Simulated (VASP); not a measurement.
# MgIn2N2 (R-3m) in VASP: single point with LDA

Aim: the single point of MgIn2N2 with LDA.

Everything below comes from runs of VASP 6.6.1. Logs are shortened: lines on timing, memory, paths and dates and some standing lists are left out, and cuts for length are marked.

### 1 Starting point

It takes space group R-3m (No. 166, trigonal). The conventional cell has a = 3.340 Å, b = 3.340 Å, c = 23.317 Å, α = 90.00°, β = 90.00°, γ = 120.00°. Mg (site symmetry -3m) is surrounded by 6 N at 2.33 Å. In (site symmetry 3m) is surrounded by 3 N at 2.25 Å. Around N (site symmetry 3m) lie 3 In at 2.25 Å and 3 Mg at 2.33 Å.

The cell comes from a database or a generator and needn't be the stable form of this composition.

### 2 Single point, LDA

INCAR

```
SYSTEM = MgIn2N2
PREC     = Accurate       ! precision mode
ENCUT    = 520            ! plane-wave cutoff, eV
EDIFF    = 1E-7           ! SCF threshold, eV
ISMEAR   = 0              ! smearing method
SIGMA    = 0.1            ! smearing width, eV
LREAL    = .FALSE.        ! projectors in reciprocal space
LASPH    = .TRUE.         ! aspherical terms in the spheres
NELM     = 80             ! most SCF steps
ALGO     = Fast           ! electronic algorithm
ISIF     = 2              ! what is computed and relaxed
LWAVE    = .FALSE.        ! write WAVECAR
LCHARG   = .TRUE.         ! write CHGCAR
LELF     = .TRUE.         ! ELF
LVHAR    = .TRUE.       
NBANDS   = 27             ! bands
```

KPOINTS

```
Automatic mesh
0
G
  6 6 6
  0 0 0
```

POSCAR

```
MgIn2N2
1.0
    1.6701479908      0.9642603921      7.7724938132
   -1.6701479908      0.9642603921      7.7724938132
    0.0000000000     -1.9285207842      7.7724938132
Mg In N
1 2 2
Direct
    0.0000000000      0.0000000000      0.0000000000
    0.4390066700      0.4390066700      0.4390066700
    0.5609933300      0.5609933300      0.5609933300
    0.2772766700      0.2772766700      0.2772766700
    0.7227233300      0.7227233300      0.7227233300
```

Potentials or basis: VASP PAW LDA potentials, release 64 (Mg, In_d, N).

Command:

```bash
cat potpaw_LDA.64/Mg/POTCAR potpaw_LDA.64/In_d/POTCAR potpaw_LDA.64/N/POTCAR > POTCAR
mpirun -np 1 vasp_std > vasp.out
```

OUTCAR:

```text
SYSTEM = MgIn2N2
   PREC = Accurate
   ENCUT = 520
   EDIFF = 1E-7
   ISMEAR = 0
   LREAL = .FALSE.
   LASPH = .TRUE.
   NELM = 80
   ISIF = 2

 ion  position               nearest neighbor table
   1  0.000  0.000  0.000-   5 2.33   5 2.33   4 2.33   4 2.33   5 2.33   4 2.33   2 3.13   3 3.13
                             2 3.13   3 3.13   2 3.13   3 3.13
   2  0.439  0.439  0.439-   5 2.25   5 2.25   5 2.25   3 2.84   1 3.13   1 3.13   1 3.13
   3  0.561  0.561  0.561-   4 2.25   4 2.25   4 2.25   2 2.84   1 3.13   1 3.13   1 3.13
   4  0.277  0.277  0.277-   3 2.25   3 2.25   3 2.25   1 2.33   1 2.33   1 2.33
   5  0.723  0.723  0.723-   2 2.25   2 2.25   2 2.25   1 2.33   1 2.33   1 2.33

  LATTYP: Found a trigonal (rhomboedric) cell.
 ALAT       =     8.0081741047
 COS(alpha) =     0.9130092864

  Lattice vectors:

 A1 = (   1.6701479908,   0.9642603921,   7.7724938132)
 A2 = (  -1.6701479908,   0.9642603921,   7.7724938132)
 A3 = (   0.0000000000,  -1.9285207842,   7.7724938132)

Analysis of symmetry for initial positions (statically):
=====================================================================
 Subroutine PRICEL returns:
 Original cell was already a primitive cell.

 Routine SETGRP: Setting up the symmetry group for a
 trigonal (rhombohedral) supercell.

 Subroutine GETGRP returns: Found 12 space group operations
 (whereof 12 operations were pure point group operations)
 out of a pool of 12 trial point group operations.

The static configuration has the point symmetry D_3d.

Analysis of symmetry for dynamics (positions and initial velocities):
=====================================================================
 Subroutine PRICEL returns:
 Original cell was already a primitive cell.

 Routine SETGRP: Setting up the symmetry group for a
 trigonal (rhombohedral) supercell.

 Subroutine GETGRP returns: Found 12 space group operations
 (whereof 12 operations were pure point group operations)
 out of a pool of 12 trial point group operations.

The dynamic configuration has the point symmetry D_3d.

 Subroutine INISYM returns: Found 12 space group operations
 (whereof 12 operations are pure point group operations),
 and found     1 'primitive' translations

----------------------------------------------------------------------------------------

                                     Primitive cell

  volume of cell :      75.1036

[... 90 lines left out ...]
   LSORBIT =      F    spin-orbit coupling
   LASPH  =      T    aspherical Exc in radial PAW
   ENCUT  =  520.0 eV  38.22 Ry    6.18 a.u.  14.89 14.89 14.89*2*pi/ulx,y,z
   NELM   =     80;   NELMIN=  2; NELMDL= -5     # of ELM steps
   EDIFF  = 0.1E-06   stopping-criterion for ELM
   LREAL  =      F    real-space projection
   EDIFFG = 0.1E-05   stopping-criterion for IOM
   NSW    =      0    number of steps for IOM
   IBRION =     -1    ionic relax: 0-MD 1-quasi-New 2-CG
   NFREE  =      0    steps in history (QN), initial steepest desc. (CG)
   ISIF   =      2    stress and relaxation
   ISYM   =      2    0-nonsym 1-usesym 2-fastsym
   POTIM  = 0.5000    time-step for ionic-motion
   TEBEG  =    0.0;   TEEND  =   0.0 temperature during run
   PSTRESS=    0.0 pullay stress
   NELECT =      38.0000    total number of electrons
   NUPDOWN=      -1.0000    fix difference up-down
   EMIN   =  10.00;   EMAX   =-10.00  energy-range for DOS
   EFERMI =   0.00;   METHOD = LEGACY
   ISMEAR =     0;   SIGMA  =   0.10  broadening in eV -4-tet -1-fermi 0-gaus
   EFERMI_NEDOS =   21; number of points for ismear=-14 and -15
   IALGO  =     68    algorithm
   IMIX   =      4    mixing-type and parameters
     AMIX     =   0.40;   BMIX     =  1.00
     AMIX_MAG =   1.60;   BMIX_MAG =  1.00
  volume/ion in A,a.u.               =      15.02       101.36
  Fermi-wavevector in a.u.,A,eV,Ry     =   1.304515  2.465176 23.153840  1.701759
  Thomas-Fermi vector in A             =   2.435446
   LORBIT       =      0    0 simple, 1 ext, 2 COOP (PROOUT), +10 PAW based schemes
   GGA     = CA    functional components
   LHFCALC =     F    Hartree Fock is set to
   AEXX    =    0.0000 exact exchange contribution
   IVDW    =     0    specifies the selected vdW correction
   LEPSILON=     F    determine dielectric tensor
   LRPA    =     F    only Hartree local field effects (RPA)
 non-spin polarized calculation
 RMM-DIIS sequential band-by-band and
 Gauss-broadening in eV      SIGMA  =   0.10
  energy-cutoff  :      520.00
  volume of cell :       75.10
 maximum number of plane-waves:      2044
   NGX = 29   NGY = 29   NGZ = 29

 number of electron      37.9999994 magnetization

 Free energy of the ion-electron system (eV)
  ---------------------------------------------------
  ext. energy  EPLUGINS =         0.00000000
  ---------------------------------------------------
  free energy    TOTEN  =       -28.00713863 eV

  energy without entropy =      -28.00629134  energy(sigma->0) =      -28.00671498

 E-fermi :   6.3680     XC(G=0): -11.1226

 val. band max:        6.2600594251   @ k =   0.5000   0.5000   0.5000
 cond. band min:       6.3802801505   @ k =   0.5000   0.5000   0.5000
 fundamental gap:      0.1202207254
 Fermi energy:         6.3679519228

 k-point     1 :       0.0000    0.0000    0.0000
  band No.  band energies     occupation
      1      -8.1286      2.00000
      2      -7.7535      2.00000
      3      -7.6291      2.00000
      4      -7.4885      2.00000
      5      -7.4885      2.00000
      6      -7.4688      2.00000
[... 709 lines left out ...]
     26      14.3942      0.00000
     27      14.7694      0.00000

 [... further k-points ...]
[... 5 lines left out ...]
  --------------------------------------------------------------------------------------
  -------------------------------------------------------------------------------------
  Total       -3.8190975     -3.8190975     -3.9103087      0.0000000     -0.0000000      0.0000000
  in kB      -81.4723818    -81.4723819    -83.4181801      0.0000000     -0.0000000      0.0000000
  external PRESSURE =     -82.1209813 kB  Pullay stress =       0.0000000 kB

 VOLUME and BASIS-vectors are now :
 -----------------------------------------------------------------------------
  energy-cutoff  :      520.00
  volume of cell :       75.10
      direct lattice vectors                 reciprocal lattice vectors
     1.670147991  0.964260392  7.772493813     0.299374668  0.172844045  0.042886278
    -1.670147991  0.964260392  7.772493813    -0.299374668  0.172844045  0.042886278
     0.000000000 -1.928520784  7.772493813     0.000000000 -0.345688090  0.042886278

 POSITION                                       TOTAL-FORCE (eV/Angst)
 -----------------------------------------------------------------------------------
      0.00000      0.00000      0.00000         0.000000     -0.000000     -0.000000
      0.00000      0.00000     10.23653         0.000000      0.000000     -0.308460
      0.00000      0.00000     13.08095         0.000000     -0.000000      0.308460
      0.00000      0.00000      6.46539         0.000000      0.000000     -0.275859
      0.00000      0.00000     16.85209         0.000000      0.000000      0.275859
 -----------------------------------------------------------------------------------
    total drift:                                0.000000      0.000000     -0.000000

  FREE ENERGIE OF THE ION-ELECTRON SYSTEM (eV)
  ---------------------------------------------------
  free  energy   TOTEN  =       -28.0071386282 eV

  energy  without entropy=      -28.0062913356  energy(sigma->0) =      -28.00671498
```

stdout:

```text
POSCAR found type information on POSCAR MgInN
 POSCAR found :  3 types and       5 ions
 scaLAPACK will be used
 LDA part: xc-table for (Slater(with rela. corr.)+CA(PZ))
 , standard interpolation
 POSCAR, INCAR and KPOINTS ok, starting setup
 FFT: planning ... GRIDC
 FFT: planning ... GRID_SOFT
 FFT: planning ... GRID
 WAVECAR not read
 entering main loop
WARNING in EDDRMM: call to ZHEGV failed, returncode =   8  4     23
```

Run time: 4.1 min. Hardware: 1 thread of Intel Xeon Platinum 8488C (Sapphire Rapids), shared host; peak memory 0.39 GiB.

What came out:

- Free energy: -28.0071 eV
- Pressure: -8.2 GPa
- Largest force: 0.308 eV/Å
- Band gap on the k mesh: 0.12 eV, direct

Forces on the atoms (eV/Å):
```
Mg   0.000  0.000  0.000
In   0.000  0.000 -0.308
In   0.000  0.000  0.308
N    0.000  0.000 -0.276
N    0.000  0.000  0.276
```

Levels at points of the mesh, in eV from the valence-band top:
```tsv
k point	band 17	band 18	band 19	band 20	band 21	band 22
(0.00, 0.00, 0.00)	-0.61	-0.33	-0.33	1.97	2.95	5.48
(0.50, 0.00, 0.00)	-1.66	-1.34	-0.68	2.23	2.59	3.47
(0.50, 0.50, 0.00)	-1.75	-1.57	-1.23	1.25	3.57	4.30
(0.50, 0.50, 0.50)	-0.30	-0.30	0.00	0.12	3.32	5.97
```

Caveat: spin-orbit coupling is left out, which moves the levels of the heavy elements.
